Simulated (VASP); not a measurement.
Ga2GeO5:

```xyz
16
Lattice="1.8750 -4.9500 0.0000 1.8750 4.9500 0.0000 0.0000 0.0000 10.1000" Properties=species:S:1:pos:R:3 pbc="T T T"
Ga    1.8750    3.6135    4.4440
Ga    1.8750    3.6135    0.6060
Ga    1.8750   -3.6135    9.4940
Ga    1.8750   -3.6135    5.6560
Ge    1.8750   -3.0690    2.5250
Ge    1.8750    3.0690    7.5750
O     1.8750   -4.4748    3.8683
O     1.8750   -4.4748    1.1817
O     1.8750   -1.8810    4.3430
O     1.8750   -1.8810    0.7070
O     1.8750    4.4748    8.9183
O     1.8750    4.4748    6.2317
O     1.8750    1.8810    5.7570
O     1.8750    1.8810    9.3930
O     1.8750   -2.5740    7.5750
O     1.8750    2.5740    2.5250
```

The cell was built by a generator and needn't be a form met in nature.

```yaml
Program: VASP 6.6.1
Task: relaxation of cell and atoms
Functional: PBE
Potentials_or_basis: VASP PAW PBE potentials, release 64 (Ga_d, Ge_d, O)
Cutoff: 520 eV
k_mesh: 4 × 4 × 2
Occupations: gaussian, width 0.15 eV
Spin: no spin polarisation
```

At the start: pressure -7.6 GPa; volume 11.72 Å³/atom.

Question: Where does the relaxation end?

Answer: Over 15 steps the energy falls by 72.5 meV/atom and the volume is 11.18 Å³/atom (-4.6 %); space group Cmcm (No. 63, to 0.05 Å).

The path:
| step | energy change (eV) | largest force (eV/Å) | pressure (GPa) | volume (Å³) |
| --- | --- | --- | --- | --- |
| 1 | 0.0000 | 1.7508 | -7.56 | 187.48 |
| 2 | -0.4161 | 2.3526 | 8.67 | 172.84 |
| 3 | -0.7066 | 0.9144 | 1.34 | 178.08 |
| 4 | -0.9286 | 0.5550 | 0.62 | 178.43 |
| 5 | -0.9931 | 0.7137 | 0.30 | 178.71 |
| 6 | -1.1186 | 0.3296 | -0.18 | 179.41 |
| 7 | -1.1210 | 0.3171 | -0.07 | 179.50 |
| 8 | -1.1484 | 0.1737 | -0.22 | 179.48 |
| 9 | -1.1522 | 0.1180 | -0.25 | 179.47 |
| 10 | -1.1529 | 0.0986 | -0.25 | 179.47 |
| 11 | -1.1570 | 0.1734 | -0.15 | 179.02 |
| 12 | -1.1573 | 0.1120 | -0.12 | 179.11 |
| 13 | -1.1573 | 0.1372 | 0.00 | 179.09 |
| 14 | -1.1573 | 0.1151 | -0.01 | 179.10 |
| 15 | -1.1594 | 0.0481 | 0.16 | 178.90 |

Final structure:
```
Ga Ge O
1.0
     1.85831   -4.95367    0.00000
     1.85831    4.95367    0.00000
     0.00000    0.00000    9.71699
Ga Ge O
4 2 10
Direct
  0.13400 0.86600 0.43261
  0.13400 0.86600 0.06739
  0.86600 0.13400 0.93261
  0.86600 0.13400 0.56739
  0.81603 0.18397 0.25000
  0.18397 0.81603 0.75000
  0.94592 0.05408 0.38457
  0.94592 0.05408 0.11543
  0.69051 0.30949 0.41186
  0.69051 0.30949 0.08814
  0.05408 0.94592 0.88457
  0.05408 0.94592 0.61543
  0.30949 0.69051 0.58814
  0.30949 0.69051 0.91186
  0.74461 0.25539 0.75000
  0.25539 0.74461 0.25000
```

Caveat: the k mesh is coarse (spacing up to 0.45 Å⁻¹), so the values aren't converged.
